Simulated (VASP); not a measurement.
An input for Ansatz (written as the equivalent of a VASP run, and not itself run):

Ansatz 0.2 input:
```yaml
crystal:
  lattice:
    - [4.7992318, 0.0000000, 0.0000000]
    - [0.0000000, 4.7992318, 0.0000000]
    - [0.0000000, 0.0000000, 4.7992318]
  atoms:
    - { symbol: Ag, position: [0.5000000, 0.5000000, 0.0000000] }
    - { symbol: Ag, position: [0.0000000, 0.5000000, 0.5000000] }
    - { symbol: Ag, position: [0.5000000, 0.0000000, 0.5000000] }
    - { symbol: S, position: [0.5000000, 0.5000000, 0.5000000] }
    - { symbol: I, position: [0.0000000, 0.0000000, 0.0000000] }
kpoints:
  mp_grid: { grid: [5, 5, 5] }
hamiltonian:
  xc: lda
  pseudopotentials: { kind: paw }
scf:
  occupations: { method: tetrahedron }
  max_iter: 100
output: { forces: true, stress: true, eigenvalues: true }
```

Problem. Write the VASP files for the same calculation (LDA).

Solution. Several could match; the one computed here: 
POSCAR:
```
Ag3SI
1
    4.7992318236     0.0000000000     0.0000000000
    0.0000000000     4.7992318236     0.0000000000
    0.0000000000     0.0000000000     4.7992318236
Ag S I
3 1 1
Direct
  0.5000000000   0.5000000000   0.0000000000
  0.0000000000   0.5000000000   0.5000000000
  0.5000000000   0.0000000000   0.5000000000
  0.5000000000   0.5000000000   0.5000000000
  0.0000000000   0.0000000000   0.0000000000
```

**INCAR**
```
! general
SYSTEM   =  Ag3SI
PREC     =  Accurate
ENCUT    =  400
LREAL    =  .FALSE.   ! projection in real space or not
LASPH    =  .TRUE.

! electronic loop
EDIFF    =  1E-7   ! SCF stop (eV)
NELM     =  100   ! most electronic steps
ALGO     =  Normal
LMAXMIX  =  4

! smearing
ISMEAR   =  -5

! ions
ISIF     =  2   ! forces and stress, cell fixed

! output
LWAVE    =  .FALSE.
LCHARG   =  .TRUE.
LORBIT   =  11   ! lm-projected
NEDOS    =  601

! other
LEFG     =  .TRUE.
```

File KPOINTS:
```
Automatic mesh
0
Gamma
5 5 5
0 0 0
```

POTCAR, in this order: Ag S I (LDA.64 set). Program: vasp_std.

Limits of the translation: each code has its own PAW files, so the cut-off isn't converted (ENCUT is set for VASP's; basis.ecutwfc is left out, and Ansatz then takes the one that its files recommend); Ansatz stops its SCF on the density residual and VASP on the energy change (EDIFF); Ansatz's lda is the Perdew-Wang form, while the LDA potentials of VASP carry Perdew-Zunger's; the field gradients of LEFG aren't asked of the other code.

The structure comes from a computed database's Ag3SI entry (Pm-3m); how it stands against other phases isn't given here. It was relaxed first, which changed the volume by -12 %.
